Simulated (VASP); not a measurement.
Given:

```yaml
crystal:
  lattice:
    - [-2.11480, 2.11480, 4.87752]
    - [2.11480, -2.11480, 4.87752]
    - [2.11480, 2.11480, -4.87752]
  atoms:
    - { symbol: Gd, position: [0.00000, 0.00000, 0.00000] }
    - { symbol: Si, position: [0.25000, 0.75000, 0.50000] }
    - { symbol: Si, position: [0.75000, 0.25000, 0.50000] }
    - { symbol: Pt, position: [0.63540, 0.63540, 0.00000] }
    - { symbol: Pt, position: [0.36460, 0.36460, 0.00000] }
```

These are PBEsol GGA, VASP's PBE PAW potentials (set 64) (plane waves; VASP 6.6.1) values and carry that method's errors. Run with 400 eV cut-off, Gaussian smearing of 0.050 eV, potentials Gd_3 Si Pt.

The 4f electrons are frozen in the core of the lanthanide potential, so 4f levels, which can set the real gap, and their magnetism are missing.

Question: Give the energies of bands 8 to 21 at the high-symmetry points, in eV from the Fermi level.

Answer: 
| band | Γ | X | P | N | M | S | R |
|---|---|---|---|---|---|---|---|
| 8 | -5.94 | -4.73 | -4.71 | -5.46 | -6.27 | -5.52 | -4.97 |
| 9 | -5.89 | -4.64 | -4.64 | -5.45 | -5.64 | -5.41 | -4.91 |
| 10 | -4.93 | -4.57 | -4.45 | -5.01 | -5.27 | -5.17 | -4.60 |
| 11 | -4.81 | -4.45 | -4.33 | -4.75 | -4.38 | -4.80 | -4.59 |
| 12 | -4.59 | -4.41 | -4.33 | -4.32 | -3.97 | -4.30 | -4.51 |
| 13 | -4.59 | -3.94 | -4.02 | -4.14 | -3.46 | -3.92 | -3.74 |
| 14 | -3.44 | -3.71 | -3.93 | -4.07 | -3.46 | -3.79 | -3.63 |
| 15 | -2.86 | -3.13 | -2.79 | -3.42 | -2.86 | -3.31 | -3.14 |
| 16 | -1.28 | -2.52 | -2.63 | -2.17 | -1.28 | -2.93 | -2.56 |
| 17 | -0.46 | -2.48 | -2.63 | -2.09 | -1.28 | -1.04 | -2.24 |
| 18 | -0.46 | -2.27 | -2.24 | -0.56 | 0.63 | -0.67 | -2.21 |
| 19 | 1.14 | -1.96 | -2.24 | 1.14 | 1.03 | 0.08 | -1.80 |
| 20 | 1.32 | -1.21 | -0.72 | 1.37 | 1.03 | 2.08 | -0.59 |
| 21 | 2.88 | 3.64 | 2.99 | 2.10 | 1.16 | 2.36 | 3.46 |

It has no gap at this level: it comes out as a metal or semimetal.

The structure comes from a computed database's GdPt2Si2 entry (I4/mmm); how it stands against other phases isn't given here. It was relaxed first. The electron count is odd and the run is not spin-polarised, which forces a metal.
